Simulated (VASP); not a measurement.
# TlSnF (P-3m1) in VASP: reference runs

Aim: a first look at TlSnF with PBE, on the cell as given.

Program: VASP 6.6.1. These are calculated values, not measurements. Logs are shortened: lines on timing, memory, paths and dates and some standing lists are left out, and cuts for length are marked.

**1. The structure**

The structure is trigonal, space group P-3m1 (No. 164). Conventional cell: a = 4.597 Å, b = 4.597 Å, c = 8.511 Å, α = 90.00°, β = 90.00°, γ = 120.00°. Around Tl (site symmetry 3m) lie 3 F at 2.75 Å and 3 Tl at 3.02 Å. Sn (site symmetry 3m) has 3 F at 3.13 Å and 4 Tl at 3.25 to 3.31 Å as nearest neighbours. F (site symmetry -3m) is surrounded by 6 Tl at 2.75 Å. F (site symmetry -3m) is surrounded by 6 Sn at 3.13 Å.

The cell was built by a generator and needn't be a form met in nature.

**2. Single point, PBE**

INCAR

```
PREC = Accurate ; ENCUT = 520
EDIFF = 1E-7 ; ISMEAR = -1
SIGMA = 0.05 ; LREAL = False
LASPH = True ; NELM = 60
ALGO = Normal ; ISIF = 2
LWAVE = False ; LCHARG = False
GGA = PE ; NBANDS = 43
```

KPOINTS

```
Automatic mesh
0
Gamma
  7 7 3
```

POSCAR

```
TlSnF
1.0
    4.5965180800      0.0000000000      0.0000000000
   -2.2982590400      3.9807014300      0.0000000000
    0.0000000000      0.0000000000      8.5112525400
Tl Sn F
2 2 2
Direct
    0.3333333300      0.6666666700      0.9154971500
    0.6666666700      0.3333333300      0.0845028500
    0.3333333300      0.6666666700      0.3047298500
    0.6666666700      0.3333333300      0.6952701500
    0.0000000000      0.0000000000      0.0000000000
    0.0000000000      0.0000000000      0.5000000000
```

Potentials or basis: VASP PAW PBE potentials, release 64 (Tl_d, Sn_d, F).

The run is started by

```
cat potpaw_PBE.64/Tl_d/POTCAR potpaw_PBE.64/Sn_d/POTCAR potpaw_PBE.64/F/POTCAR > POTCAR
mpirun -np 1 vasp_std > vasp.out
```

OUTCAR:

```text
PREC = Accurate
   ENCUT = 520
   EDIFF = 1E-7
   ISMEAR = -1
   LREAL = False
   LASPH = True
   NELM = 60
   ISIF = 2
   GGA = PE

 ion  position               nearest neighbor table
   1  0.333  0.667  0.915-   5 2.75   5 2.75   5 2.75   2 3.02   2 3.02   2 3.02   4 3.25   4 3.25
                             4 3.25   3 3.31
   2  0.667  0.333  0.085-   5 2.75   5 2.75   5 2.75   1 3.02   1 3.02   1 3.02   3 3.25   3 3.25
                             3 3.25   4 3.31
   3  0.333  0.667  0.305-   2 3.25   2 3.25   2 3.25   1 3.31
   4  0.667  0.333  0.695-   1 3.25   1 3.25   1 3.25   2 3.31
   5  0.000  0.000  0.000-   1 2.75   2 2.75   2 2.75   1 2.75   2 2.75   1 2.75
   6  0.000  0.000  0.500-

  LATTYP: Found a hexagonal cell.
 ALAT       =     4.5965180800
 C/A-ratio  =     1.8516738957

  Lattice vectors:

 A1 = (   4.5965180800,   0.0000000000,   0.0000000000)
 A2 = (  -2.2982590400,   3.9807014300,   0.0000000000)
 A3 = (   0.0000000000,   0.0000000000,   8.5112525400)

Analysis of symmetry for initial positions (statically):
=====================================================================
 Subroutine PRICEL returns:
 Original cell was already a primitive cell.

 Routine SETGRP: Setting up the symmetry group for a
 hexagonal supercell.

 Subroutine GETGRP returns: Found 12 space group operations
 (whereof 12 operations were pure point group operations)
 out of a pool of 24 trial point group operations.

The static configuration has the point symmetry D_3d.

Analysis of symmetry for dynamics (positions and initial velocities):
=====================================================================
 Subroutine PRICEL returns:
 Original cell was already a primitive cell.

 Routine SETGRP: Setting up the symmetry group for a
 hexagonal supercell.

 Subroutine GETGRP returns: Found 12 space group operations
 (whereof 12 operations were pure point group operations)
 out of a pool of 24 trial point group operations.

The dynamic configuration has the point symmetry D_3d.

 Subroutine INISYM returns: Found 12 space group operations
 (whereof 12 operations are pure point group operations),
 and found     1 'primitive' translations

----------------------------------------------------------------------------------------

                                     Primitive cell

  volume of cell :     155.7335

  direct lattice vectors                    reciprocal lattice vectors
     4.596518080  0.000000000  0.000000000     0.217555981  0.125606004  0.000000000
    -2.298259040  3.980701430  0.000000000     0.000000000  0.251212008  0.000000000
     0.000000000  0.000000000  8.511252540     0.000000000  0.000000000  0.117491520

  length of vectors
     4.596518080  4.596518083  8.511252540     0.251212008  0.251212008  0.117491520

  position of ions in fractional coordinates (direct lattice)
     0.333333330  0.666666670  0.915497150
     0.666666670  0.333333330  0.084502850
     0.333333330  0.666666670  0.304729850
     0.666666670  0.333333330  0.695270150
     0.000000000  0.000000000  0.000000000
     0.000000000  0.000000000  0.500000000

  ion indices of the primitive-cell ions
   primitive index   ion index
                 1           1
                 2           2
                 3           3
                 4           4
                 5           5
                 6           6

----------------------------------------------------------------------------------------

 KPOINTS: Automatic mesh

Automatic generation of k-mesh.
 Grid dimensions read from file:
 generate k-points for:    7    7    3

 Generating k-lattice:

  Cartesian coordinates                     Fractional coordinates (reciprocal lattice)
     0.031079426  0.017943715  0.000000000     0.142857143  0.000000000  0.000000000
     0.000000000  0.035887430  0.000000000     0.000000000  0.142857143  0.000000000
     0.000000000  0.000000000  0.039163840     0.000000000  0.000000000  0.333333333

  Length of vectors
     0.035887430  0.035887430  0.039163840

  Shift w.r.t. Gamma in fractional coordinates (k-lattice)
     0.000000000  0.000000000  0.000000000

 Subroutine IBZKPT returns following result:
 ===========================================

 Found     20 irreducible k-points:

 Following reciprocal coordinates:
            Coordinates               Weight
  0.000000  0.000000  0.000000      1.000000
  0.142857  0.000000  0.000000      6.000000
  0.285714  0.000000  0.000000      6.000000
  0.428571  0.000000  0.000000      6.000000
  0.142857  0.142857  0.000000      6.000000
  0.285714  0.142857  0.000000     12.000000
[... 12 lines left out ...]
  0.428571  0.142857  0.333333     12.000000
  0.285714  0.285714  0.333333     12.000000
   k-points           NKPTS =     20   k-points in BZ     NKDIM =     20   number of bands    NBANDS=     43
   number of dos      NEDOS =    301   number of ions     NIONS =      6
   total plane-waves  NPLWV =  82944
   dimension x,y,z NGX =    36 NGY =   36 NGZ =   64
   dimension x,y,z NGXF=    72 NGYF=   72 NGZF=  128
   ions per type =               2   2   2
   NGX,Y,Z   is equivalent  to a cutoff of  13.02, 13.02, 12.50 a.u.
   NGXF,Y,Z  is equivalent  to a cutoff of  26.04, 26.04, 25.00 a.u.
 SYSTEM =  unknown system
   PREC   = accura    normal or accurate (medium, high low for compatibility)
   ISTART =      0    job   : 0-new  1-cont  2-samecut
   ICHARG =      2    charge: 1-file 2-atom 10-const
   ISPIN  =      1    spin polarized calculation?
   LNONCOLLINEAR =      F non collinear calculations
   LSORBIT =      F    spin-orbit coupling
   LASPH  =      T    aspherical Exc in radial PAW
   ENCUT  =  520.0 eV  38.22 Ry    6.18 a.u.   8.55  8.55 15.83*2*pi/ulx,y,z
   NELM   =     60;   NELMIN=  2; NELMDL= -5     # of ELM steps
   EDIFF  = 0.1E-06   stopping-criterion for ELM
   LREAL  =      F    real-space projection
   EDIFFG = 0.1E-05   stopping-criterion for IOM
   NSW    =      0    number of steps for IOM
   IBRION =     -1    ionic relax: 0-MD 1-quasi-New 2-CG
   NFREE  =      0    steps in history (QN), initial steepest desc. (CG)
   ISIF   =      2    stress and relaxation
   ISYM   =      2    0-nonsym 1-usesym 2-fastsym
   POTIM  = 0.5000    time-step for ionic-motion
   TEBEG  =    0.0;   TEEND  =   0.0 temperature during run
   PSTRESS=    0.0 pullay stress
   NELECT =      68.0000    total number of electrons
   NUPDOWN=      -1.0000    fix difference up-down
   EMIN   =  10.00;   EMAX   =-10.00  energy-range for DOS
   EFERMI =   0.00;   METHOD = LEGACY
   ISMEAR =    -1;   SIGMA  =   0.05  broadening in eV -4-tet -1-fermi 0-gaus
   EFERMI_NEDOS =   21; number of points for ismear=-14 and -15
   IALGO  =     38    algorithm
   IMIX   =      4    mixing-type and parameters
     AMIX     =   0.40;   BMIX     =  1.00
     AMIX_MAG =   1.60;   BMIX_MAG =  1.00
  volume/ion in A,a.u.               =      25.96       175.16
  Fermi-wavevector in a.u.,A,eV,Ry     =   1.241987  2.347015 20.987424  1.542532
  Thomas-Fermi vector in A             =   2.376361
   LORBIT       =      0    0 simple, 1 ext, 2 COOP (PROOUT), +10 PAW based schemes
   GGA     = PE    functional components
   LHFCALC =     F    Hartree Fock is set to
   AEXX    =    0.0000 exact exchange contribution
   IVDW    =     0    specifies the selected vdW correction
   LEPSILON=     F    determine dielectric tensor
   LRPA    =     F    only Hartree local field effects (RPA)
 non-spin polarized calculation
  energy-cutoff  :      520.00
  volume of cell :      155.73
 maximum number of plane-waves:      4237
 NGX is ok and might be reduce to    36
   NGX = 17   NGY = 17   NGZ = 31

 number of electron      67.9999965 magnetization

 Free energy of the ion-electron system (eV)
  ---------------------------------------------------
  ext. energy  EPLUGINS =         0.00000000
  ---------------------------------------------------
  free energy    TOTEN  =       -18.96019184 eV

  energy without entropy =      -18.93650555  energy(sigma->0) =      -18.94834869

 E-fermi :   4.4089     XC(G=0):  -9.2238

 val. band max:        4.3695453626   @ k =  -0.1429   0.4286   0.3333
 cond. band min:       4.4597670888   @ k =   0.2857   0.0000   0.0000
 fundamental gap:      0.0902217262
 Fermi energy:         4.4088616755

 k-point     1 :       0.0000    0.0000    0.0000
  band No.  band energies     occupation
      1     -17.9273      2.00000
      2     -17.4464      2.00000
      3     -17.4464      2.00000
      4     -17.4461      2.00000
      5     -17.4461      2.00000
      6     -17.3936      2.00000
[... 35 lines left out ...]
     42      10.4246      0.00000
     43      10.4246      0.00000

 k-point     2 :       0.1429    0.0000    0.0000
  band No.  band energies     occupation
      1     -17.9239      2.00000
      2     -17.4481      2.00000
      3     -17.4460      2.00000
      4     -17.4455      2.00000
      5     -17.4451      2.00000
      6     -17.3944      2.00000
[... 35 lines left out ...]
     42      10.0111      0.00000
     43      10.7549      0.00000

 k-point     3 :       0.2857    0.0000    0.0000
  band No.  band energies     occupation
      1     -17.9168      2.00000
      2     -17.4521      2.00000
      3     -17.4459      2.00000
      4     -17.4434      2.00000
      5     -17.4428      2.00000
      6     -17.3995      2.00000
[... 35 lines left out ...]
     42      10.1018      0.00000
     43      11.1777      0.00000

 k-point     4 :       0.4286    0.0000    0.0000
  band No.  band energies     occupation
      1     -17.9110      2.00000
      2     -17.4556      2.00000
      3     -17.4458      2.00000
      4     -17.4418      2.00000
      5     -17.4409      2.00000
      6     -17.4036      2.00000
[... 679 lines left out ...]
     42      10.6970      0.00000
     43      11.0104      0.00000

 k-point    19 :       0.4286    0.1429    0.3333
  band No.  band energies     occupation
      1     -17.9094      2.00000
      2     -17.4554      2.00000
      3     -17.4449      2.00000
      4     -17.4424      2.00000
      5     -17.4411      2.00000
      6     -17.4062      2.00000
[... 35 lines left out ...]
     42      10.9905      0.00000
     43      11.4939      0.00000

 k-point    20 :       0.2857    0.2857    0.3333
  band No.  band energies     occupation
      1     -17.9087      2.00000
      2     -17.4543      2.00000
      3     -17.4442      2.00000
      4     -17.4432      2.00000
      5     -17.4419      2.00000
      6     -17.4070      2.00000
[... 35 lines left out ...]
     42      11.2378      0.00000
     43      11.4862      0.00000

------------------------ aborting loop because EDIFF is reached ----------------------------------------

  FORCE on cell =-STRESS in cart. coord.  units (eV):
  Direction    XX          YY          ZZ          XY          YZ          ZX
  --------------------------------------------------------------------------------------
  -------------------------------------------------------------------------------------
  Total       -0.1873095     -0.1873095     -1.0132471     -0.0000000      0.0000000      0.0000000
  in kB       -1.9270298     -1.9270298    -10.4242279     -0.0000000      0.0000000      0.0000000
  external PRESSURE =      -4.7594292 kB  Pullay stress =       0.0000000 kB

 VOLUME and BASIS-vectors are now :
 -----------------------------------------------------------------------------
  energy-cutoff  :      520.00
  volume of cell :      155.73
      direct lattice vectors                 reciprocal lattice vectors
     4.596518080  0.000000000  0.000000000     0.217555981  0.125606004  0.000000000
    -2.298259040  3.980701430  0.000000000     0.000000000  0.251212008  0.000000000
     0.000000000  0.000000000  8.511252540     0.000000000  0.000000000  0.117491520

 POSITION                                       TOTAL-FORCE (eV/Angst)
 -----------------------------------------------------------------------------------
     -0.00000      2.65380      7.79203         0.000000      0.000000     -0.716324
      2.29826      1.32690      0.71923        -0.000000     -0.000000      0.716324
     -0.00000      2.65380      2.59363         0.000000      0.000000      0.867311
      2.29826      1.32690      5.91762        -0.000000     -0.000000     -0.867311
      0.00000      0.00000      0.00000        -0.000000      0.000000      0.000000
      0.00000      0.00000      4.25563        -0.000000      0.000000      0.000000
 -----------------------------------------------------------------------------------
    total drift:                                0.000000      0.000000      0.000000

  FREE ENERGIE OF THE ION-ELECTRON SYSTEM (eV)
  ---------------------------------------------------
  free  energy   TOTEN  =       -18.9601918370 eV

  energy  without entropy=      -18.9365055459  energy(sigma->0) =      -18.94834869
```

Wall time 4.2 min (1 thread of AMD EPYC 7R43 (Zen 3), shared host); peak memory 0.3 GiB.

What came out:

| Property | Result |
| --- | --- |
| Free energy | -18.9602 eV |
| Pressure | -0.5 GPa |
| Largest force | 0.867 eV/Å |
| Band gap on the k mesh | none (metal or under the smearing width) |

Forces on the atoms (eV/Å):
```
Tl   0.000  0.000 -0.716
Tl   0.000  0.000  0.716
Sn   0.000  0.000  0.867
Sn   0.000  0.000 -0.867
F    0.000  0.000  0.000
F    0.000  0.000  0.000
```

Stress tensor (GPa, compression positive):
```
-0.19  0.00  0.00
 0.00 -0.19  0.00
 0.00  0.00 -1.04
```
